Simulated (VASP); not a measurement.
# BAu (Fm-3m) in VASP: settings compared

Aim: see how the results for BAu move with the level of theory and the settings. Levels: PBE, LDA, PBEsol+D3(BJ). Tasks: relaxation of cell and atoms, relaxation of the atoms.

Program: VASP 6.6.1. These are calculated values, not measurements. Logs are shortened: lines on timing, memory, paths and dates and some standing lists are left out, and cuts for length are marked.

### Step 1. The crystal as given

The structure is cubic, space group Fm-3m (No. 225). The conventional cell has a = 4.700 Å, b = 4.700 Å, c = 4.700 Å, α = 90.00°, β = 90.00°, γ = 90.00°. Around B (site symmetry m-3m) lie 6 Au at 2.35 Å. Au (site symmetry m-3m) has 6 B at 2.35 Å as nearest neighbours.

The cell was built by a generator and needn't be a form met in nature.

### Step 2. Relaxation of cell and atoms, PBE

The input, INCAR:

```
PREC = Accurate
ENCUT = 600
EDIFF = 1E-6
ISMEAR = 0
SIGMA = 0.05
LREAL = False
LASPH = True
NELM = 80
ALGO = Normal
ISIF = 3
LWAVE = False
LCHARG = False
GGA = PE
IBRION = 2
NSW = 60
EDIFFG = -0.005
```

The input, KPOINTS:

```
Automatic mesh
0
Gamma
  10 10 10
```

The input, POSCAR:

```
BAu
1.0
    0.0000000000      2.3501700000      2.3501700000
    2.3501700000      0.0000000000      2.3501700000
    2.3501700000      2.3501700000      0.0000000000
B Au
1 1
Direct
    0.0000000000      0.0000000000      0.0000000000
    0.5000000000      0.5000000000      0.5000000000
```

Potentials or basis: VASP PAW PBE potentials, release 64 (B, Au).

The run is started by

```console
$ cat potpaw_PBE.64/B/POTCAR potpaw_PBE.64/Au/POTCAR > POTCAR
$ mpirun -np 1 vasp_std > vasp.out
```

OUTCAR:

```text
PREC = Accurate
   ENCUT = 600
   EDIFF = 1E-6
   ISMEAR = 0
   LREAL = False
   LASPH = True
   NELM = 80
   ISIF = 3
   GGA = PE
   IBRION = 2
   NSW = 60
   EDIFFG = -0.005

 ion  position               nearest neighbor table
   1  0.000  0.000  0.000-   2 2.35   2 2.35   2 2.35   2 2.35   2 2.35   2 2.35
   2  0.500  0.500  0.500-   1 2.35   1 2.35   1 2.35   1 2.35   1 2.35   1 2.35

  LATTYP: Found a face centered cubic cell.
 ALAT       =     4.7003400000

  Lattice vectors:

 A1 = (   0.0000000000,   2.3501700000,   2.3501700000)
 A2 = (   2.3501700000,   0.0000000000,   2.3501700000)
 A3 = (   2.3501700000,   2.3501700000,   0.0000000000)

Analysis of symmetry for initial positions (statically):
=====================================================================
 Subroutine PRICEL returns:
 Original cell was already a primitive cell.

 Routine SETGRP: Setting up the symmetry group for a
 face centered cubic supercell.

 Subroutine GETGRP returns: Found 48 space group operations
 (whereof 48 operations were pure point group operations)
 out of a pool of 48 trial point group operations.

The static configuration has the point symmetry O_h .

Analysis of symmetry for dynamics (positions and initial velocities):
=====================================================================
 Subroutine PRICEL returns:
 Original cell was already a primitive cell.

 Routine SETGRP: Setting up the symmetry group for a
 face centered cubic supercell.

 Subroutine GETGRP returns: Found 48 space group operations
 (whereof 48 operations were pure point group operations)
 out of a pool of 48 trial point group operations.

The dynamic configuration has the point symmetry O_h .

 Subroutine INISYM returns: Found 48 space group operations
 (whereof 48 operations are pure point group operations),
 and found     1 'primitive' translations

----------------------------------------------------------------------------------------

                                     Primitive cell

  volume of cell :      25.9614

  direct lattice vectors                    reciprocal lattice vectors
     0.000000000  2.350170000  2.350170000    -0.212750567  0.212750567  0.212750567
     2.350170000  0.000000000  2.350170000     0.212750567 -0.212750567  0.212750567
     2.350170000  2.350170000  0.000000000     0.212750567  0.212750567 -0.212750567

  length of vectors
     3.323642288  3.323642288  3.323642288     0.368494791  0.368494791  0.368494791

  position of ions in fractional coordinates (direct lattice)
     0.000000000  0.000000000  0.000000000
     0.500000000  0.500000000  0.500000000

  ion indices of the primitive-cell ions
[... 100 lines left out ...]
   GGA     = PE    functional components
   LHFCALC =     F    Hartree Fock is set to
   AEXX    =    0.0000 exact exchange contribution
   IVDW    =     0    specifies the selected vdW correction
   LEPSILON=     F    determine dielectric tensor
   LRPA    =     F    only Hartree local field effects (RPA)
 conjugate gradient relaxation of ions
 non-spin polarized calculation
 Gauss-broadening in eV      SIGMA  =   0.05
  energy-cutoff  :      600.00
  volume of cell :       25.96
 maximum number of plane-waves:       893
   NGX = 13   NGY = 13   NGZ = 13

--------------------------------------- Ionic step        1  -------------------------------------------

 number of electron      13.9999999 magnetization

 Free energy of the ion-electron system (eV)
  ---------------------------------------------------
  ext. energy  EPLUGINS =         0.00000000
  ---------------------------------------------------
  free energy    TOTEN  =        -7.91463885 eV

  energy without entropy =       -7.91207801  energy(sigma->0) =       -7.91335843

------------------------ aborting loop because EDIFF is reached ----------------------------------------

  FORCE on cell =-STRESS in cart. coord.  units (eV):
  Direction    XX          YY          ZZ          XY          YZ          ZX
  --------------------------------------------------------------------------------------
  -------------------------------------------------------------------------------------
  Total       -0.0301515     -0.0301515     -0.0301515      0.0000000      0.0000000     -0.0000000
  in kB       -1.8607657     -1.8607657     -1.8607657      0.0000000      0.0000000     -0.0000000
  external PRESSURE =      -1.8607657 kB  Pullay stress =       0.0000000 kB
[... 59 lines left out ...]
--------------------------------------- Ionic step        3  -------------------------------------------

 number of electron      13.9999999 magnetization

 Free energy of the ion-electron system (eV)
  ---------------------------------------------------
  ext. energy  EPLUGINS =         0.00000000
  ---------------------------------------------------
  free energy    TOTEN  =        -7.91466040 eV

  energy without entropy =       -7.91208665  energy(sigma->0) =       -7.91337352

 E-fermi :   8.4992     XC(G=0): -12.1855

 val. band max:        8.4556578757   @ k =  -0.3000   0.5000   0.2000
 cond. band min:       8.5158371250   @ k =  -0.3000   0.4000   0.2000
 fundamental gap:      0.0601792493
 Fermi energy:         8.4991670293

 k-point     1 :       0.0000    0.0000    0.0000
  band No.  band energies     occupation
      1      -3.6327      2.00000
      2       2.9882      2.00000
      3       2.9882      2.00000
      4       2.9882      2.00000
      5       3.3393      2.00000
      6       3.3393      2.00000
      7      10.4203      0.00000
      8      10.4203      0.00000
      9      10.4203      0.00000
     10      17.6191      0.00000
     11      20.1372      0.00000
[... 309 lines left out ...]
 k-point    24 :       0.4000    0.3000    0.0000
  band No.  band energies     occupation
      1      -1.1358      2.00000
      2       2.0005      2.00000
      3       2.1890      2.00000
      4       3.4026      2.00000
      5       4.1384      2.00000
      6       4.2185      2.00000
      7       8.2588      2.00000
      8       9.2742      0.00000
      9      11.1726      0.00000
     10      13.6533      0.00000
     11      19.7223      0.00000

 [... further k-points ...]

------------------------ aborting loop because EDIFF is reached ----------------------------------------

  FORCE on cell =-STRESS in cart. coord.  units (eV):
  Direction    XX          YY          ZZ          XY          YZ          ZX
  --------------------------------------------------------------------------------------
  -------------------------------------------------------------------------------------
  Total       -0.0000511     -0.0000511     -0.0000511     -0.0000000     -0.0000000      0.0000000
  in kB       -0.0031567     -0.0031567     -0.0031567     -0.0000000     -0.0000000      0.0000000
  external PRESSURE =      -0.0031567 kB  Pullay stress =       0.0000000 kB
[... 17 lines left out ...]
  FREE ENERGIE OF THE ION-ELECTRON SYSTEM (eV)
  ---------------------------------------------------
  free  energy   TOTEN  =        -7.9146604022 eV

  energy  without entropy=       -7.9120866468  energy(sigma->0) =       -7.91337352

 reached required accuracy - stopping structural energy minimisation
```

OSZICAR:

```text
N       E                     dE             d eps       ncg     rms          rms(c)
DAV:   1     0.640879139230E+02    0.64088E+02   -0.81601E+03  1034   0.137E+03
DAV:   2    -0.794250738228E+01   -0.72030E+02   -0.67610E+02  1117   0.233E+02
DAV:   3    -0.949832918676E+01   -0.15558E+01   -0.15430E+01  1235   0.339E+01
DAV:   4    -0.950524360912E+01   -0.69144E-02   -0.69129E-02  1146   0.253E+00
[... 17 lines left out ...]
DAV:   1    -0.791477156217E+01   -0.11899E-03   -0.15259E-03  1076   0.447E-01    0.722E-02
DAV:   2    -0.791466883056E+01    0.10273E-03   -0.48963E-04  1091   0.243E-01    0.374E-02
DAV:   3    -0.791466250125E+01    0.63293E-05   -0.13418E-05  1085   0.397E-02    0.175E-02
DAV:   4    -0.791466046645E+01    0.20348E-05   -0.46100E-06  1126   0.162E-02    0.462E-03
DAV:   5    -0.791466040215E+01    0.64300E-07   -0.16291E-07   538   0.347E-03
   3 F= -.79146604E+01 E0= -.79133735E+01  d E =-.215547E-04
```

It took 30 s on 1 thread of Intel Xeon Platinum 8375C at 2.90GHz (Ice Lake), shared host; peak memory 0.17 GiB.

What came out:

```
Free energy                            : -7.9147 eV
Relaxed volume                         : 12.96 Å³/atom
Relaxed cell                           : a = 3.322 Å, b = 3.322 Å, c = 3.322 Å, α = 60.00°, β = 60.00°, γ = 60.00°
Space group after relaxing (to 0.05 Å) : Fm-3m (No. 225)
Energy gained by relaxing              : 0.0 meV/atom
Ionic steps                            : 3
Pressure after relaxing                : 0.0 GPa
Band gap on the k mesh                 : none (metal or under the smearing width)
```

Final structure:
```yaml
crystal:
  lattice:
    - [0.00000, 2.34909, 2.34909]
    - [2.34909, 0.00000, 2.34909]
    - [2.34909, 2.34909, 0.00000]
  atoms:
    - { symbol: B, position: [0.00000, 0.00000, 0.00000] }
    - { symbol: Au, position: [0.50000, 0.50000, 0.50000] }
```

### Step 3. Relaxation of the atoms, LDA

The input, INCAR:

```
SYSTEM = BAu
ALGO = Normal ; EDIFF = 1E-7
EDIFFG = -0.01 ; ENCUT = 520
GGA = CA ; IBRION = 2
ISIF = 2 ; ISMEAR = 0
LASPH = .TRUE. ; LCHARG = .FALSE.
LREAL = .FALSE. ; LWAVE = .FALSE.
NELM = 100 ; NSW = 40
PREC = Accurate ; SIGMA = 0.05
```

The input, KPOINTS:

```
k-points
0
G
  10 10 10
  0 0 0
```

POSCAR is that of step 2.

Potentials or basis: VASP PAW LDA potentials, release 64 (B, Au).

The run is started by

```console
$ cat potpaw_LDA.64/B/POTCAR potpaw_LDA.64/Au/POTCAR > POTCAR
$ mpirun -np 1 vasp_std > vasp.out
```

It took 15 s on 1 thread of Intel Xeon Platinum 8375C at 2.90GHz (Ice Lake), shared host; peak memory 0.15 GiB.

It converged, with:

- Free energy: -9.8902 eV
- Pressure after relaxing: -10.0 GPa
- Band gap on the k mesh: none (metal or under the smearing width)

Final structure:
```cif
data_structure
_symmetry_space_group_name_H-M 'P 1'
_symmetry_Int_Tables_number 1
_cell_length_a 3.3236
_cell_length_b 3.3236
_cell_length_c 3.3236
_cell_angle_alpha 60.000
_cell_angle_beta 60.000
_cell_angle_gamma 60.000
_cell_volume 25.96
loop_
_atom_site_label
_atom_site_type_symbol
_atom_site_fract_x
_atom_site_fract_y
_atom_site_fract_z
_atom_site_occupancy
B1 B 0.00000 0.00000 0.00000 1
Au1 Au 0.50000 0.50000 0.50000 1
```

Levels at points of the mesh, in eV from the Fermi level:
```csv
k point,band 4,band 5,band 6,band 7,band 8,band 9,band 10,band 11
"(0.00, 0.00, 0.00)",-5.51,-5.19,-5.19,1.91,1.91,1.91,9.17,11.56
"(0.50, 0.00, 0.00)",-6.68,-4.26,-4.26,-2.59,5.58,5.58,6.82,9.61
"(0.50, 0.50, 0.00)",-4.43,-3.89,-3.89,-0.77,-0.56,-0.56,4.36,11.60
```

Caveat: the relaxation stopped at its first step, so nothing moved. The run has no spin-orbit coupling, so splittings on Au are missing.

(Continued in part 2 of 2.)
